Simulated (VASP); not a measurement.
# ZnO (kl) (P6_3mc) in VASP: notebook

The runs below take ZnO (kl) through single point, relaxation of cell and atoms, with LDA.

Everything below comes from runs of VASP 6.6.1. Logs are shortened: lines on timing, memory, paths and dates and some standing lists are left out, and cuts for length are marked.

**What was measured.**

From “Electronic structure of alkaline earth and post-transition metal oxides”, 2009, arxiv:0908.1581, for a bulk crystal of ZnO: band gap 3.37 eV.

The runs below are set against these values where they give the same quantity.

### Step 1. The crystal as given

Symmetry: P6_3mc, No. 186, hexagonal system. The conventional cell has a = 3.187 Å, b = 3.187 Å, c = 5.153 Å, α = 90.00°, β = 90.00°, γ = 120.00°. Zn (site symmetry 3m) is surrounded by 4 O at 1.94 to 1.95 Å. O (site symmetry 3m) is surrounded by 4 Zn at 1.94 to 1.95 Å.

### Step 2. Single point, LDA

INCAR

```
ALGO     = Normal         # electronic algorithm
EDIFF    = 1E-6           # SCF threshold, eV
ENCUT    = 520            # plane-wave cutoff, eV
ISIF     = 2              # what is computed and relaxed
ISMEAR   = 0              # smearing method
LASPH    = T              # aspherical terms in the spheres
LCHARG   = F              # write CHGCAR
LREAL    = F              # projectors in reciprocal space
LWAVE    = F              # write WAVECAR
NBANDS   = 26             # bands
NELM     = 100            # most SCF steps
PREC     = Accurate       # precision mode
SIGMA    = 0.02           # smearing width, eV
```

KPOINTS

```
k-points
0
Gamma
  9 9 6
```

POSCAR

```
ZnO
1.0
    3.1873715150      0.0000000000      0.0000000000
   -1.5936857575      2.7603447033      0.0000000000
    0.0000000000      0.0000000000      5.1527902637
Zn O
2 2
Direct
    0.3333333333      0.6666666667      0.0022836097
    0.6666666667      0.3333333333      0.5022836097
    0.3333333333      0.6666666667      0.3807163903
    0.6666666667      0.3333333333      0.8807163903
```

Potentials or basis: VASP PAW LDA potentials, release 64 (Zn, O).

On the command line:

```sh
cat potpaw_LDA.64/Zn/POTCAR potpaw_LDA.64/O/POTCAR > POTCAR
mpirun -np 1 vasp_std > vasp.out
```

OUTCAR:

```text
EDIFF = 1E-6
   ENCUT = 520
   ISIF = 2
   ISMEAR = 0
   LASPH = T
   LREAL = F
   NELM = 100
   PREC = Accurate

 ion  position               nearest neighbor table
   1  0.333  0.667  0.002-   4 1.94   4 1.94   4 1.94   3 1.95
   2  0.667  0.333  0.502-   3 1.94   3 1.94   3 1.94   4 1.95
   3  0.333  0.667  0.381-   2 1.94   2 1.94   2 1.94   1 1.95
   4  0.667  0.333  0.881-   1 1.94   1 1.94   1 1.94   2 1.95

  LATTYP: Found a hexagonal cell.
 ALAT       =     3.1873715150
 C/A-ratio  =     1.6166268160

  Lattice vectors:

 A1 = (   3.1873715150,   0.0000000000,   0.0000000000)
 A2 = (  -1.5936857575,   2.7603447033,   0.0000000000)
 A3 = (   0.0000000000,   0.0000000000,   5.1527902637)

Analysis of symmetry for initial positions (statically):
=====================================================================
 Subroutine PRICEL returns:
 Original cell was already a primitive cell.

 Routine SETGRP: Setting up the symmetry group for a
 hexagonal supercell.

 Subroutine GETGRP returns: Found 12 space group operations
 (whereof  6 operations were pure point group operations)
 out of a pool of 24 trial point group operations.

The static configuration has the point symmetry C_3v.
 The point group associated with its full space group is C_6v.

Analysis of symmetry for dynamics (positions and initial velocities):
=====================================================================
 Subroutine PRICEL returns:
 Original cell was already a primitive cell.

 Routine SETGRP: Setting up the symmetry group for a
 hexagonal supercell.

 Subroutine GETGRP returns: Found 12 space group operations
 (whereof  6 operations were pure point group operations)
 out of a pool of 24 trial point group operations.

The dynamic configuration has the point symmetry C_3v.
 The point group associated with its full space group is C_6v.

 Subroutine INISYM returns: Found 12 space group operations
 (whereof  6 operations are pure point group operations),
 and found     1 'primitive' translations

----------------------------------------------------------------------------------------

                                     Primitive cell

  volume of cell :      45.3355

  direct lattice vectors                    reciprocal lattice vectors
     3.187371515  0.000000000  0.000000000     0.313738137  0.181136798  0.000000000
    -1.593685758  2.760344703  0.000000000     0.000000000  0.362273595  0.000000000
     0.000000000  0.000000000  5.152790264     0.000000000  0.000000000  0.194069611

  length of vectors
     3.187371515  3.187371515  5.152790264     0.362273595  0.362273595  0.194069611

  position of ions in fractional coordinates (direct lattice)
     0.333333333  0.666666667  0.002283610
     0.666666667  0.333333333  0.502283610
     0.333333333  0.666666667  0.380716390
     0.666666667  0.333333333  0.880716390

  ion indices of the primitive-cell ions
   primitive index   ion index
                 1           1
                 2           2
                 3           3
                 4           4

----------------------------------------------------------------------------------------

 KPOINTS: k-points

Automatic generation of k-mesh.
 Grid dimensions read from file:
 generate k-points for:    9    9    6

 Generating k-lattice:

  Cartesian coordinates                     Fractional coordinates (reciprocal lattice)
     0.034859793  0.020126311  0.000000000     0.111111111  0.000000000  0.000000000
     0.000000000  0.040252622  0.000000000     0.000000000  0.111111111  0.000000000
     0.000000000  0.000000000  0.032344935     0.000000000  0.000000000  0.166666667

  Length of vectors
     0.040252622  0.040252622  0.032344935

  Shift w.r.t. Gamma in fractional coordinates (k-lattice)
     0.000000000  0.000000000  0.000000000

 Subroutine IBZKPT returns following result:
 ===========================================

 Found     48 irreducible k-points:

 Following reciprocal coordinates:
            Coordinates               Weight
  0.000000  0.000000  0.000000      1.000000
  0.111111  0.000000  0.000000      6.000000
  0.222222  0.000000  0.000000      6.000000
  0.333333  0.000000  0.000000      6.000000
  0.444444  0.000000  0.000000      6.000000
  0.111111  0.111111  0.000000      6.000000
[... 16 lines left out ...]
  0.333333  0.222222  0.166667     24.000000
  0.333333  0.333333  0.166667      4.000000
 [... further k-points ...]
   k-points           NKPTS =     48   k-points in BZ     NKDIM =     48   number of bands    NBANDS=     26
   number of dos      NEDOS =    301   number of ions     NIONS =      4
   total plane-waves  NPLWV =  23040
   dimension x,y,z NGX =    24 NGY =   24 NGZ =   40
   dimension x,y,z NGXF=    48 NGYF=   48 NGZF=   80
   ions per type =               2   2
   NGX,Y,Z   is equivalent  to a cutoff of  12.52, 12.52, 12.91 a.u.
   NGXF,Y,Z  is equivalent  to a cutoff of  25.04, 25.04, 25.81 a.u.
[... 59 lines left out ...]

 E-fermi :   1.4845     XC(G=0): -11.7243

 val. band max:        1.3499807592   @ k =   0.0000   0.0000   0.0000
 cond. band min:       2.1580944378   @ k =   0.0000   0.0000   0.0000
 fundamental gap:      0.8081136785
 Fermi energy:         1.4844976391

 k-point     1 :       0.0000    0.0000    0.0000
  band No.  band energies     occupation
      1     -16.8727      2.00000
      2     -16.0300      2.00000
      3      -4.7734      2.00000
      4      -4.6815      2.00000
      5      -4.6815      2.00000
      6      -4.6431      2.00000
[... 18 lines left out ...]
     25      15.6589      0.00000
     26      15.6589      0.00000

 k-point     2 :       0.1111    0.0000    0.0000
  band No.  band energies     occupation
      1     -16.7938      2.00000
      2     -15.9943      2.00000
      3      -4.7818      2.00000
      4      -4.6548      2.00000
      5      -4.6396      2.00000
      6      -4.5986      2.00000
[... 18 lines left out ...]
     25      15.5748      0.00000
     26      15.8138      0.00000

 k-point     3 :       0.2222    0.0000    0.0000
  band No.  band energies     occupation
      1     -16.5830      2.00000
      2     -15.9092      2.00000
      3      -4.9593      2.00000
      4      -4.6001      2.00000
      5      -4.5420      2.00000
      6      -4.4587      2.00000
[... 18 lines left out ...]
     25      14.8755      0.00000
     26      15.7673      0.00000

 k-point     4 :       0.3333    0.0000    0.0000
  band No.  band energies     occupation
      1     -16.3137      2.00000
      2     -15.8289      2.00000
      3      -5.0669      2.00000
      4      -4.6742      2.00000
      5      -4.4542      2.00000
      6      -4.2664      2.00000
[... 18 lines left out ...]
     25      14.8366      0.00000
     26      15.6165      0.00000

 k-point     5 :       0.4444    0.0000    0.0000
  band No.  band energies     occupation
      1     -16.1008      2.00000
      2     -15.8058      2.00000
      3      -5.0154      2.00000
      4      -4.7842      2.00000
      5      -4.4141      2.00000
      6      -4.0807      2.00000
[... 18 lines left out ...]
     25      14.6241      0.00000
     26      15.7725      0.00000

 k-point     6 :       0.1111    0.1111    0.0000
  band No.  band energies     occupation
      1     -16.6489      2.00000
      2     -15.9339      2.00000
      3      -4.8704      2.00000
      4      -4.6772      2.00000
      5      -4.5347      2.00000
      6      -4.4978      2.00000
[... 427 lines left out ...]
 k-point    21 :       0.4444    0.1111    0.1667
  band No.  band energies     occupation
      1     -16.0187      2.00000
      2     -15.8211      2.00000
      3      -4.9694      2.00000
      4      -4.8072      2.00000
      5      -4.4172      2.00000
      6      -4.1223      2.00000
[... 18 lines left out ...]
     25      14.2105      0.00000
     26      15.4943      0.00000

 k-point    22 :       0.2222    0.2222    0.1667
  band No.  band energies     occupation
      1     -16.1561      2.00000
      2     -15.8285      2.00000
      3      -4.8910      2.00000
      4      -4.7938      2.00000
      5      -4.3792      2.00000
      6      -4.3362      2.00000
[... 18 lines left out ...]
     25      13.2988      0.00000
     26      16.6305      0.00000

 k-point    23 :       0.3333    0.2222    0.1667
  band No.  band energies     occupation
      1     -15.9819      2.00000
      2     -15.8209      2.00000
      3      -4.8166      2.00000
      4      -4.6170      2.00000
      5      -4.4180      2.00000
      6      -4.2178      2.00000
[... 18 lines left out ...]
     25      14.0992      0.00000
     26      15.7417      0.00000

 k-point    24 :       0.3333    0.3333    0.1667
  band No.  band energies     occupation
      1     -15.8704      2.00000
      2     -15.8704      2.00000
      3      -4.7357      2.00000
      4      -4.4480      2.00000
      5      -4.4480      2.00000
      6      -4.1197      2.00000
[... 18 lines left out ...]
     25      14.7280      0.00000
     26      16.0225      0.00000

 [... further k-points ...]
[... 5 lines left out ...]
  --------------------------------------------------------------------------------------
  -------------------------------------------------------------------------------------
  Total        0.3086272      0.3086272      0.3043971      0.0000000      0.0000000      0.0000000
  in kB       10.9070249     10.9070249     10.7575298      0.0000000      0.0000000      0.0000000
  external PRESSURE =      10.8571932 kB  Pullay stress =       0.0000000 kB

 VOLUME and BASIS-vectors are now :
 -----------------------------------------------------------------------------
  energy-cutoff  :      520.00
  volume of cell :       45.34
      direct lattice vectors                 reciprocal lattice vectors
     3.187371515  0.000000000  0.000000000     0.313738137  0.181136798  0.000000000
    -1.593685758  2.760344703  0.000000000     0.000000000  0.362273595  0.000000000
     0.000000000  0.000000000  5.152790264     0.000000000  0.000000000  0.194069611

 POSITION                                       TOTAL-FORCE (eV/Angst)
 -----------------------------------------------------------------------------------
     -0.00000      1.84023      0.01177         0.000000     -0.000000      0.001689
      1.59369      0.92011      2.58816        -0.000000      0.000000      0.001689
     -0.00000      1.84023      1.96175         0.000000     -0.000000     -0.001689
      1.59369      0.92011      4.53815        -0.000000      0.000000     -0.001689
 -----------------------------------------------------------------------------------
    total drift:                                0.000000      0.000001      0.000466

  FREE ENERGIE OF THE ION-ELECTRON SYSTEM (eV)
  ---------------------------------------------------
  free  energy   TOTEN  =       -21.1567796972 eV

  energy  without entropy=      -21.1567796972  energy(sigma->0) =      -21.15677970
```

Wall time 27 s (1 thread of AMD EPYC 9R45 (Zen 5), shared host); peak memory 0.14 GiB.

Results:

```yaml
Free_energy: -21.1568 eV
Pressure: 1.1 GPa
Band_gap_on_the_k_mesh: 0.81 eV, direct
```

Levels at points of the mesh, in eV from the valence-band top:
| k point | band 14 | band 15 | band 16 | band 17 | band 18 | band 19 | band 20 | band 21 | band 22 | band 23 |
| --- | --- | --- | --- | --- | --- | --- | --- | --- | --- | --- |
| (0.00, 0.00, 0.00) | -0.86 | -0.86 | -0.10 | 0.00 | 0.00 | 0.81 | 5.29 | 8.20 | 12.96 | 12.96 |
| (0.00, 0.00, 0.50) | -2.33 | -0.43 | -0.43 | -0.43 | -0.43 | 3.49 | 3.49 | 10.05 | 10.05 | 13.27 |

### Step 3. Relaxation of cell and atoms, LDA

This run uses another cell than the first one, of 11.90 Å³/atom, 1.050 times its volume.

INCAR

```
ALGO     = Normal         # electronic algorithm
EDIFF    = 1E-7           # SCF threshold, eV
EDIFFG   = -0.002         # ionic threshold
ENCUT    = 600            # plane-wave cutoff, eV
GGA      = CA             # functional
IBRION   = 2              # ionic algorithm
ISIF     = 3              # what is computed and relaxed
ISMEAR   = 0              # smearing method
LASPH    = T              # aspherical terms in the spheres
LCHARG   = F              # write CHGCAR
LREAL    = F              # projectors in reciprocal space
LWAVE    = F              # write WAVECAR
NELM     = 100            # most SCF steps
NSW      = 100            # ionic steps
PREC     = Accurate       # precision mode
SIGMA    = 0.02           # smearing width, eV
```

KPOINTS is that of step 2.

POSCAR

```
ZnO
1.0
    3.2494000000      0.0000000000      0.0000000000
   -1.6247000000      2.8140629500      0.0000000000
    0.0000000000      0.0000000000      5.2038000000
Zn O
2 2
Direct
    0.3333333300      0.6666666700      0.0000000000
    0.6666666700      0.3333333300      0.5000000000
    0.3333333300      0.6666666700      0.3830000000
    0.6666666700      0.3333333300      0.8830000000
```

Potentials or basis: VASP PAW LDA potentials, release 64 (Zn, O).

On the command line:

```sh
cat potpaw_LDA.64/Zn/POTCAR potpaw_LDA.64/O/POTCAR > POTCAR
mpirun -np 1 vasp_std > vasp.out
```

Wall time 4 min (1 thread of AMD EPYC 9R45 (Zen 5), shared host); peak memory 0.16 GiB.

It converged, with:

```
Free energy                            : -21.1677 eV
Relaxed volume                         : 11.40 Å³/atom
Relaxed cell                           : a = 3.194 Å, b = 3.194 Å, c = 5.163 Å, α = 90.00°, β = 90.00°, γ = 120.00°
Space group after relaxing (to 0.05 Å) : P6_3mc (No. 186)
Energy gained by relaxing              : 10.4 meV/atom
Ionic steps                            : 13
Pressure after relaxing                : 0.0 GPa
Band gap on the k mesh                 : 0.80 eV, direct
```

The path:
| step | energy change (eV) | largest force (eV/Å) | pressure (GPa) | volume (Å³) |
| --- | --- | --- | --- | --- |
| 1 | 0.0000 | 0.0676 | -6.23 | 47.58 |
| 2 | -0.0253 | 0.0403 | 4.31 | 44.47 |
| 3 | -0.0402 | 0.0523 | -0.02 | 45.61 |
| 4 | -0.0402 | 0.0520 | 0.16 | 45.57 |
| 5 | -0.0406 | 0.0255 | 0.14 | 45.57 |
| 6 | -0.0408 | 0.0167 | 0.13 | 45.58 |
| 7 | -0.0411 | 0.0111 | 0.02 | 45.60 |
| 8 | -0.0414 | 0.0026 | -0.11 | 45.65 |
| 9 | -0.0414 | 0.0006 | -0.19 | 45.66 |
| 10 | -0.0414 | 0.0035 | 0.00 | 45.61 |
| 11 | -0.0414 | 0.0034 | 0.01 | 45.61 |
| 12 | -0.0414 | 0.0032 | 0.00 | 45.62 |
| 13 | -0.0414 | 0.0009 | -0.02 | 45.62 |

Final structure:
```
Zn O
1.0
     3.19397    0.00000    0.00000
    -1.59699    2.76606    0.00000
     0.00000    0.00000    5.16324
Zn O
2 2
Direct
  0.33333 0.66667 0.00227
  0.66667 0.33333 0.50227
  0.33333 0.66667 0.38073
  0.66667 0.33333 0.88073
```

Levels at points of the mesh, in eV from the valence-band top:
```tsv
k point	band 15	band 16	band 17	band 18	band 19	band 20	band 21	band 22
(0.00, 0.00, 0.00)	-0.85	-0.10	0.00	0.00	0.80	5.27	8.18	12.94
(0.00, 0.00, 0.50)	-0.42	-0.42	-0.42	-0.42	3.48	3.48	10.03	10.03
```

### Step 4. Single point, LDA

INCAR

```
SYSTEM = ZnO
PREC     = Accurate       ! precision mode
ENCUT    = 520            ! plane-wave cutoff, eV
EDIFF    = 1E-6           ! SCF threshold, eV
ISMEAR   = 0              ! smearing method
SIGMA    = 0.02           ! smearing width, eV
LREAL    = .FALSE.        ! projectors in reciprocal space
LASPH    = .TRUE.         ! aspherical terms in the spheres
NELM     = 100            ! most SCF steps
ALGO     = Normal         ! electronic algorithm
ISIF     = 2              ! what is computed and relaxed
LWAVE    = .FALSE.        ! write WAVECAR
LCHARG   = .FALSE.        ! write CHGCAR
GGA      = CA             ! functional
NBANDS   = 26             ! bands
```

KPOINTS

```
regular mesh
0
G
  12 12 6
  0 0 0
```

POSCAR

```
ZnO
1.0
    3.1873715150      0.0000000000      0.0000000000
   -1.5936857575      2.7603447033      0.0000000000
    0.0000000000      0.0000000000      5.1527902637
Zn O
2 2
Direct
    0.3333333333      0.6666666667      0.0022836097
    0.6666666667      0.3333333333      0.5022836097
    0.3333333333      0.6666666667      0.3807163903
    0.6666666667      0.3333333333      0.8807163903
```

On the command line:

```sh
cat potpaw_LDA.64/Zn/POTCAR potpaw_LDA.64/O/POTCAR > POTCAR
mpirun -np 1 vasp_std > vasp.out
```

Wall time 43 s (1 thread of AMD EPYC 9R45 (Zen 5), shared host); peak memory 0.16 GiB.

Results (log left out):

| Item | Value |
| --- | --- |
| Free energy | -21.1569 eV |
| Pressure | 1.1 GPa |
| Band gap on the k mesh | 0.81 eV, direct |

Levels at points of the mesh, in eV from the valence-band top:
```
           k point  band 16  band 17  band 18  band 19  band 20  band 21
(0.00, 0.00, 0.00)    -0.10     0.00     0.00     0.81     5.29     8.20
(0.50, 0.00, 0.00)    -2.45    -1.41    -0.91     5.89     6.77     7.45
(0.00, 0.00, 0.50)    -0.43    -0.43    -0.43     3.49     3.49    10.06
(0.50, 0.00, 0.50)    -1.63    -1.50    -1.50     5.64     5.64     8.58
```

### Step 5. Overview

| task | cell | k mesh | cutoff (eV) | gap on the mesh (eV) | pressure (GPa) |
| --- | --- | --- | --- | --- | --- |
| single point | P6_3mc, 11.33 Å³/atom | 9 × 9 × 6 | 520 | 0.81 | 1.1 |
| relaxation of cell and atoms | relaxed | 9 × 9 × 6 | 600 | 0.80 | 0.0 |
| single point | P6_3mc, 11.33 Å³/atom | 12 × 12 × 6 | 520 | 0.81 | 1.1 |

Alike in all rows: level LDA; potentials or basis VASP PAW LDA potentials, release 64 (Zn, O); no spin polarisation; smearing gaussian 0.02 eV.

Absolute energies hang on the potentials; compare differences alone.

### Step 6. Comparison with measurements

Step 2. A measured gap of ZnO is 3.37 eV (quoted in “Electronic structure of alkaline earth and post-transition metal oxides”, 2009, arxiv:0908.1581); the calculated 0.81 eV misses it by -2.56 eV. So large a miss can be the level of theory's own, or it may mean another phase, state or a wrong row. The value is that of LDA, without temperature or zero-point motion. Semilocal functionals fall short of measured gaps as a rule.

Step 4. A measured gap of ZnO is 3.37 eV (quoted in “Electronic structure of alkaline earth and post-transition metal oxides”, 2009, arxiv:0908.1581); the calculated 0.81 eV misses it by -2.56 eV. So large a miss can be the level of theory's own, or it may mean another phase, state or a wrong row. The value is that of LDA, without temperature or zero-point motion. Semilocal functionals fall short of measured gaps as a rule.
